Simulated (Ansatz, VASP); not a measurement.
# SiC (Moissanite) in two plane-wave programs

Aim: how closely do two programs agree when they are given the same cell, functional and k mesh? The cell is taken from a series of runs on this material, whose earlier steps may have relaxed, scaled, displaced or heated it; both programs get it as it stands.

Main program and level: Ansatz 0.2.0; plane waves, with VASP 6.6.1 beside it; zone-centre phonons at LDA.

### 1. Starting point

Symmetry: P6_3mc, No. 186, hexagonal system. Conventional cell: a = 3.056 Å, b = 3.056 Å, c = 5.016 Å, α = 90.00°, β = 90.00°, γ = 120.00°. Nearest to C lie 4 Si at 1.87 to 1.88 Å. Nearest to Si lie 4 C at 1.87 to 1.88 Å. Farther neighbours are not listed.

### 2. VASP: zone-centre phonons, LDA

Second derivatives magnify differences that forces hide, and they need a tight electronic threshold.

Lines of VASP's logs that name or quote its potential files are left out, and so is its time.

INCAR

```
SYSTEM = SiC
PREC = Accurate
ENCUT = 600
EDIFF = 1E-08
NELM = 120
ISMEAR = -1
SIGMA = 0.03
LREAL = .FALSE.
ALGO = Normal
GGA = CA
NELECT = 15.95942
NBANDS = 13
LORBIT = 11
LWAVE = .FALSE.
LCHARG = .FALSE.
ISIF = 2
IBRION = 8
LASPH = .TRUE.
GGA_COMPAT = .FALSE.
KPAR = 2
```

POSCAR

```
SiC
1.0
    3.0564320057      0.0000000000      0.0000000000
   -1.5282160028      2.6469477619      0.0000000000
    0.0000000000      0.0000000000      5.0159470883
C Si
2 2
Direct
    0.3333333333      0.6666666667      0.3801770496
    0.6666666667      0.3333333333      0.8801770496
    0.3333333333      0.6666666667      0.0048229504
    0.6666666667      0.3333333333      0.5048229504
```

KPOINTS

```
Automatic mesh
0
Gamma
21 21 12
0 0 0
```

Potentials, in the order of the species: C and Si (LDA family, release 64).

Launch:

```bash
$ mpirun -np 2 vasp_std
```

Numbers of over 12 decimals in the logs are rounded to 6 here.

What it wrote:

```text
[banner, memory and clock lines left out]
running    2 mpi-ranks, on    1 nodes
 distrk:  each k-point on    1 cores,    2 groups
 distr:  one band on    1 cores,    1 groups

 POSCAR found type information on POSCAR C Si
 POSCAR found :  2 types and       4 ions
 LDA part: xc-table for (Slater(with rela. corr.)+CA(PZ))
 , standard interpolation
 POSCAR, INCAR and KPOINTS ok, starting setup
 FFT: planning ... GRIDC
 FFT: planning ... GRID_SOFT
 FFT: planning ... GRID
 WAVECAR not read
 entering main loop
       N       E                     dE             d eps       ncg     rms          rms(c)
DAV:   1     0.336622479737E+02    0.33662E+02   -0.75369E+03  8744   0.115E+03
DAV:   2    -0.345108766347E+02   -0.68173E+02   -0.61964E+02 12203   0.189E+02
DAV:   3    -0.376923386419E+02   -0.31815E+01   -0.31596E+01 11869   0.400E+01
DAV:   4    -0.377273038906E+02   -0.34965E-01   -0.34951E-01 10501   0.507E+00
DAV:   5    -0.377278387888E+02   -0.53490E-03   -0.53478E-03 11871   0.592E-01BRMIX: very serious problems
 the old and the new charge density differ
 old charge density:    16.00000 new   15.95942
BRMIX: very serious problems
 the old and the new charge density differ
 old charge density:    16.00000 new   15.95942
    0.130E+01
DAV:   6    -0.337943342762E+02    0.39335E+01   -0.10492E+01 11051   0.200E+01    0.602E+00
DAV:   7    -0.336604381826E+02    0.13390E+00   -0.10770E+00 11873   0.666E+00    0.243E+00
DAV:   8    -0.336229601587E+02    0.37478E-01   -0.61319E-02 10341   0.168E+00    0.681E-01
DAV:   9    -0.336183364342E+02    0.46237E-02   -0.81495E-03 11006   0.649E-01    0.122E-01
DAV:  10    -0.336183799927E+02   -0.43559E-04   -0.44302E-04 10881   0.158E-01    0.622E-02
DAV:  11    -0.336183822348E+02   -0.22420E-05   -0.14309E-05 11326   0.339E-02    0.182E-02
DAV:  12    -0.336183809537E+02    0.12811E-05   -0.22913E-06 10746   0.965E-03    0.517E-03
DAV:  13    -0.336183808041E+02    0.14957E-06   -0.87967E-07 11376   0.550E-03    0.140E-03
DAV:  14    -0.336183808041E+02   -0.64119E-10   -0.30353E-08 10687   0.139E-03
   1 F= -.33618381E+02 E0= -.33617871E+02  d E =-.101909E-02
 Linear response reoptimize wavefunctions to high precision
DAV:   1    -0.336183808046E+02   -0.47066E-09   -0.64213E-10  8448   0.234E-04
DAV:   2    -0.336183808046E+02   -0.31832E-11   -0.67560E-11  6533   0.764E-05
 Linear response DOF=           4
 Linear response progress:
  Degree of freedom:   1/  4
       N       E                     dE             d eps       ncg     rms          rms(c)
RMM:   1    -0.127612387823E+00   -0.12761E+00    0.58166E-02147754   0.227E+00
RMM:   2    -0.124268289563E+00    0.33441E-02   -0.45041E-03111129   0.487E-01    0.216E-01
RMM:   3    -0.124209483363E+00    0.58806E-04   -0.13141E-03108756   0.226E-01    0.108E-01
RMM:   4    -0.125295940023E+00   -0.10865E-02   -0.11233E-03111509   0.191E-01    0.193E-02
RMM:   5    -0.125206532221E+00    0.89408E-04   -0.18733E-05120881   0.320E-02    0.354E-03
RMM:   6    -0.125249980422E+00   -0.43448E-04   -0.96766E-07126225   0.684E-03    0.941E-04
RMM:   7    -0.125243360610E+00    0.66198E-05   -0.15134E-07128288   0.149E-03    0.305E-04
RMM:   8    -0.125244777567E+00   -0.14170E-05   -0.35538E-07129303   0.373E-04    0.627E-05
RMM:   9    -0.125244698026E+00    0.79541E-07    0.11816E-08130151   0.128E-04    0.887E-06
RMM:  10    -0.125244849237E+00   -0.15121E-06   -0.27519E-08130971   0.642E-05    0.551E-06
RMM:  11    -0.125244794217E+00    0.55020E-07   -0.13734E-08129356   0.449E-05    0.842E-07
RMM:  12    -0.125244806114E+00   -0.11897E-07   -0.61292E-09125662   0.365E-05    0.404E-07
RMM:  13    -0.125244801164E+00    0.49500E-08   -0.15619E-09104091   0.340E-05    0.545E-08
 first order change of Fermi-energy  -0.18804E-04
 force on displaced ion       1 direction 1 : -19.077   0.001  -0.000
 Linear response progress:
  Degree of freedom:   2/  4
       N       E                     dE             d eps       ncg     rms          rms(c)
RMM:   1    -0.140345262956E+00   -0.14035E+00    0.82314E-02 28674   0.235E+00
RMM:   2    -0.135187112618E+00    0.51582E-02   -0.46917E-03 22383   0.513E-01    0.228E-01
RMM:   3    -0.134550855405E+00    0.63626E-03   -0.29121E-03 23125   0.274E-01    0.113E-01
RMM:   4    -0.135166449310E+00   -0.61559E-03   -0.66914E-04 23512   0.138E-01    0.395E-02
RMM:   5    -0.135349974033E+00   -0.18352E-03   -0.40468E-05 23303   0.384E-02    0.899E-03
RMM:   6    -0.135382337904E+00   -0.32364E-04   -0.14769E-06 24727   0.819E-03    0.253E-03
RMM:   7    -0.135357843737E+00    0.24494E-04    0.55109E-07 23495   0.387E-03    0.647E-04
RMM:   8    -0.135362993823E+00   -0.51501E-05   -0.67900E-07 25370   0.104E-03    0.182E-04
RMM:   9    -0.135363273580E+00   -0.27976E-06   -0.11522E-07 25761   0.301E-04    0.677E-05
RMM:  10    -0.135362771169E+00    0.50241E-06   -0.43111E-08 24690   0.167E-04    0.143E-05
RMM:  11    -0.135362811160E+00   -0.39992E-07   -0.22351E-08 26483   0.675E-05    0.461E-06
RMM:  12    -0.135362804303E+00    0.68579E-08    0.14528E-08 25615   0.403E-05    0.200E-06
 first order change of Fermi-energy  -0.70330E+00
 force on displaced ion       1 direction 3 :   0.000  -0.000 -24.211
 Linear response progress:
  Degree of freedom:   3/  4
       N       E                     dE             d eps       ncg     rms          rms(c)
RMM:   1    -0.177018743820E-01   -0.17702E-01    0.45772E-04167815   0.105E+00
RMM:   2    -0.152640608583E-01    0.24378E-02   -0.10635E-03112765   0.267E-01    0.146E-01
RMM:   3    -0.151720618521E-01    0.91999E-04    0.23917E-05118595   0.770E-02    0.822E-02
RMM:   4    -0.152992378020E-01   -0.12718E-03    0.10896E-05114035   0.702E-02    0.993E-03
RMM:   5    -0.152878170525E-01    0.11421E-04   -0.14467E-05121915   0.133E-02    0.184E-03
RMM:   6    -0.152880543018E-01   -0.23725E-06    0.52550E-07126337   0.177E-03    0.908E-04
RMM:   7    -0.152864724382E-01    0.15819E-05   -0.67649E-07128012   0.519E-04    0.904E-05
RMM:   8    -0.152864506931E-01    0.21745E-07   -0.97999E-08129259   0.108E-04    0.372E-05
RMM:   9    -0.152864717847E-01   -0.21092E-07   -0.73015E-09130421   0.480E-05    0.398E-06
RMM:  10    -0.152864664136E-01    0.53711E-08    0.72600E-09132176   0.242E-05    0.153E-06
 first order change of Fermi-energy   0.47270E-05
 force on displaced ion       3 direction 1 : -19.079  -0.001  -0.000
 Linear response progress:
  Degree of freedom:   4/  4
       N       E                     dE             d eps       ncg     rms          rms(c)
RMM:   1    -0.363593793587E-01   -0.36359E-01    0.51080E-02 36310   0.162E+00
RMM:   2    -0.286419738393E-01    0.77174E-02   -0.45601E-03 22519   0.463E-01    0.168E-01
RMM:   3    -0.280285192343E-01    0.61345E-03   -0.48098E-04 23481   0.159E-01    0.856E-02
RMM:   4    -0.279522350623E-01    0.76284E-04   -0.22217E-04 24120   0.711E-02    0.344E-02
RMM:   5    -0.279493668051E-01    0.28683E-05   -0.12715E-04 24419   0.278E-02    0.589E-03
RMM:   6    -0.279429512352E-01    0.64156E-05   -0.42431E-06 24087   0.794E-03    0.197E-03
RMM:   7    -0.279418539780E-01    0.10973E-05   -0.63676E-06 24911   0.244E-03    0.533E-04
RMM:   8    -0.279419480145E-01   -0.94037E-07   -0.38266E-06 25248   0.773E-04    0.193E-04
RMM:   9    -0.279417496544E-01    0.19836E-06    0.18221E-07 25222   0.340E-04    0.410E-05
RMM:  10    -0.279418043674E-01   -0.54713E-07    0.44351E-08 25098   0.939E-05    0.146E-05
RMM:  11    -0.279418262909E-01   -0.21924E-07   -0.91376E-08 25852   0.380E-05    0.426E-06
RMM:  12    -0.279418181589E-01    0.81320E-08    0.99377E-09 25550   0.262E-05    0.971E-07
 first order change of Fermi-energy   0.70334E+00
 force on displaced ion       3 direction 3 :   0.000   0.000 -26.303
 Linear response finished
```

From OUTCAR (step 2):

```text
NELECT = 15.95942

 ion  position               nearest neighbor table
   1  0.333  0.667  0.380-   4 1.87   4 1.87   4 1.87   3 1.88
   2  0.667  0.333  0.880-   3 1.87   3 1.87   3 1.87   4 1.88
   3  0.333  0.667  0.005-   2 1.87   2 1.87   2 1.87   1 1.88   4 3.07   4 3.07   4 3.07   4 3.07
                             4 3.07   4 3.07
   4  0.667  0.333  0.505-   1 1.87   1 1.87   1 1.87   2 1.88   3 3.07   3 3.07   3 3.07   3 3.07
                             3 3.07   3 3.07

  LATTYP: Found a hexagonal cell.
 ALAT       =     3.0564320057
 C/A-ratio  =     1.6411119498

 Subroutine GETGRP returns: Found 12 space group operations
 (whereof  6 operations were pure point group operations)

The static configuration has the point symmetry C_3v.
 The point group associated with its full space group is C_6v.

 Found    336 irreducible k-points:

   k-points           NKPTS =    336   k-points in BZ     NKDIM =    336   number of bands    NBANDS=     13

   dimension x,y,z NGX =    24 NGY =   24 NGZ =   40
   dimension x,y,z NGXF=    48 NGYF=   48 NGZF=   80

   ENCUT  =  600.0 eV  44.10 Ry    6.64 a.u.   6.10  6.10 10.02*2*pi/ulx,y,z

 k-points in reciprocal lattice and weights: Automatic mesh
   0.00000000  0.00000000  0.00000000       0.000
   0.04761905  0.00000000  0.00000000       0.001
   0.09523810  0.00000000  0.00000000       0.001
   0.14285714  0.00000000  0.00000000       0.001
   0.19047619  0.00000000  0.00000000       0.001
   0.23809524  0.00000000  0.00000000       0.001
   0.28571429  0.00000000  0.00000000       0.001
   0.33333333  0.00000000  0.00000000       0.001
   0.38095238  0.00000000  0.00000000       0.001
[...]
0.33333333  0.09523810  0.08333333       0.005
[...]
average (electrostatic) potential at core
       1 -48.7797       2 -48.7797       3 -81.6621       4 -81.6621

  Total       -0.4516155     -0.4516155     -0.3335273     -0.0000000      0.0000000      0.0000000
  in kB      -17.8306177    -17.8306177    -13.1682764     -0.0000000      0.0000000      0.0000000
  external PRESSURE =     -16.2765039 kB  Pullay stress =       0.0000000 kB

  energy-cutoff  :      600.00
  volume of cell :       40.58
      direct lattice vectors                 reciprocal lattice vectors
     3.056432006  0.000000000  0.000000000     0.327178880  0.188896814  0.000000000
    -1.528216003  2.646947762  0.000000000     0.000000000  0.377793629  0.000000000
     0.000000000  0.000000000  5.015947088     0.000000000  0.000000000  0.199364144

 POSITION                                       TOTAL-FORCE (eV/Angst)
 -----------------------------------------------------------------------------------
     -0.00000      1.76463      1.90695         0.000000     -0.000000      0.000915
      1.52822      0.88232      4.41492        -0.000000      0.000000      0.000915
     -0.00000      1.76463      0.02419        -0.000000      0.000000     -0.000915
      1.52822      0.88232      2.53217        -0.000000      0.000000     -0.000915
 -----------------------------------------------------------------------------------
    total drift:                               -0.000000     -0.000000     -0.000098

 Eigenvectors and eigenvalues of the dynamical matrix
 ----------------------------------------------------

   1 f  =   25.191898 THz   158.285365 2PiTHz  840.311276 cm-1   104.185273 meV
             X         Y         Z           dx          dy          dz
     -0.000000  1.764632  1.906948     0.000000   -0.000000    0.706911
      1.528216  0.882316  4.414922     0.000000   -0.000000   -0.706911
     -0.000000  1.764632  0.024192    -0.000000    0.000000   -0.016630
      1.528216  0.882316  2.532165    -0.000000    0.000000    0.016630

   2 f  =   23.433421 THz   147.236525 2PiTHz  781.654782 cm-1    96.912798 meV
             X         Y         Z           dx          dy          dz
     -0.000000  1.764632  1.906948     0.315234    0.500768    0.000000
      1.528216  0.882316  4.414922     0.315234    0.500768    0.000000
     -0.000000  1.764632  0.024192    -0.206231   -0.327609   -0.000000
      1.528216  0.882316  2.532165    -0.206231   -0.327609   -0.000000

   3 f  =   23.433421 THz   147.236525 2PiTHz  781.654782 cm-1    96.912798 meV
             X         Y         Z           dx          dy          dz
     -0.000000  1.764632  1.906948    -0.500768    0.315234    0.000000
      1.528216  0.882316  4.414922    -0.500768    0.315234   -0.000000
     -0.000000  1.764632  0.024192     0.327609   -0.206231    0.000000
      1.528216  0.882316  2.532165     0.327609   -0.206231    0.000000

   4 f  =   22.406397 THz   140.783545 2PiTHz  747.396958 cm-1    92.665371 meV
             X         Y         Z           dx          dy          dz
     -0.000000  1.764632  1.906948     0.326702    0.518988    0.000000
      1.528216  0.882316  4.414922    -0.326702   -0.518988    0.000000
     -0.000000  1.764632  0.024192     0.187532    0.297907   -0.000000
      1.528216  0.882316  2.532165    -0.187532   -0.297907   -0.000000

   5 f  =   22.406397 THz   140.783545 2PiTHz  747.396958 cm-1    92.665371 meV
             X         Y         Z           dx          dy          dz
     -0.000000  1.764632  1.906948     0.518988   -0.326702    0.000000
      1.528216  0.882316  4.414922    -0.518988    0.326702    0.000000
     -0.000000  1.764632  0.024192     0.297907   -0.187532   -0.000000
      1.528216  0.882316  2.532165    -0.297907    0.187532   -0.000000

   6 f  =   22.381287 THz   140.625775 2PiTHz  746.559384 cm-1    92.561525 meV
             X         Y         Z           dx          dy          dz
     -0.000000  1.764632  1.906948     0.000000    0.000000   -0.591762
      1.528216  0.882316  4.414922    -0.000000   -0.000000   -0.591762
     -0.000000  1.764632  0.024192     0.000000    0.000000    0.387063
      1.528216  0.882316  2.532165    -0.000000   -0.000000    0.387063

   7 f  =   17.535986 THz   110.181850 2PiTHz  584.937534 cm-1    72.522979 meV
             X         Y         Z           dx          dy          dz
     -0.000000  1.764632  1.906948    -0.000000    0.000000   -0.016630
      1.528216  0.882316  4.414922     0.000000   -0.000000    0.016630
     -0.000000  1.764632  0.024192     0.000000   -0.000000   -0.706911
      1.528216  0.882316  2.532165    -0.000000    0.000000    0.706911

   8 f  =    7.564666 THz    47.530200 2PiTHz  252.330104 cm-1    31.284932 meV
             X         Y         Z           dx          dy          dz
     -0.000000  1.764632  1.906948    -0.187534   -0.297906   -0.000000
      1.528216  0.882316  4.414922     0.187534    0.297906    0.000000
     -0.000000  1.764632  0.024192     0.326706    0.518986    0.000000
      1.528216  0.882316  2.532165    -0.326706   -0.518986    0.000000

   9 f  =    7.564666 THz    47.530200 2PiTHz  252.330104 cm-1    31.284932 meV
             X         Y         Z           dx          dy          dz
     -0.000000  1.764632  1.906948    -0.297906    0.187534   -0.000000
      1.528216  0.882316  4.414922     0.297906   -0.187534   -0.000000
     -0.000000  1.764632  0.024192     0.518986   -0.326706   -0.000000
      1.528216  0.882316  2.532165    -0.518986    0.326706   -0.000000

  10 f/i=    0.001927 THz     0.012106 2PiTHz    0.064267 cm-1     0.007968 meV
             X         Y         Z           dx          dy          dz
     -0.000000  1.764632  1.906948    -0.000000    0.000000   -0.387063
      1.528216  0.882316  4.414922    -0.000000    0.000000   -0.387063
     -0.000000  1.764632  0.024192    -0.000000    0.000000   -0.591762
      1.528216  0.882316  2.532165    -0.000000    0.000000   -0.591762

  11 f/i=    0.004140 THz     0.026013 2PiTHz    0.138099 cm-1     0.017122 meV
             X         Y         Z           dx          dy          dz
     -0.000000  1.764632  1.906948    -0.366303    0.125224    0.000000
      1.528216  0.882316  4.414922    -0.366303    0.125224    0.000000
     -0.000000  1.764632  0.024192    -0.559913    0.191412    0.000000
      1.528216  0.882316  2.532165    -0.559913    0.191412    0.000000

  12 f/i=    0.004140 THz     0.026013 2PiTHz    0.138099 cm-1     0.017122 meV
             X         Y         Z           dx          dy          dz
     -0.000000  1.764632  1.906948    -0.125224   -0.366303   -0.000000
      1.528216  0.882316  4.414922    -0.125224   -0.366303   -0.000000
     -0.000000  1.764632  0.024192    -0.191412   -0.559913   -0.000000
      1.528216  0.882316  2.532165    -0.191412   -0.559913   -0.000000

 ELASTIC MODULI CONTR FROM IONIC RELAXATION (kBar)
 Direction    XX          YY          ZZ          XY          YZ          ZX
 --------------------------------------------------------------------------------
 XX        -643.3644    327.8128    305.7801     -0.0000     -0.0000     -0.0000
 YY         327.8128   -643.3644    305.7801     -0.0000     -0.0000      0.0000
 ZZ         305.7801    305.7801   -592.6224      0.0000      0.0000      0.0000
 XY          -0.0000     -0.0000      0.0000   -485.5886      0.0000      0.0000
 YZ           0.0000     -0.0000      0.0000      0.0000   -162.1968     -0.0000
 ZX          -0.0000      0.0000      0.0000      0.0000     -0.0000   -172.3924
 --------------------------------------------------------------------------------
```

The cell is charged against a uniform background.

(Continued in part 2 of 2.)

[Lines on the potential files, build, host, timing and source positions are cut from VASP's logs without a mark.]

[Logs are printed without paths, hosts, clocks, repeated set-up lines and the standing remarks that a program may print on its own settings, such as how far it seeks lower states.]

[Hosts, paths, dates, database ids (printed as entryN), source tags and the programs' standing remarks are cut or masked in the printed files.]
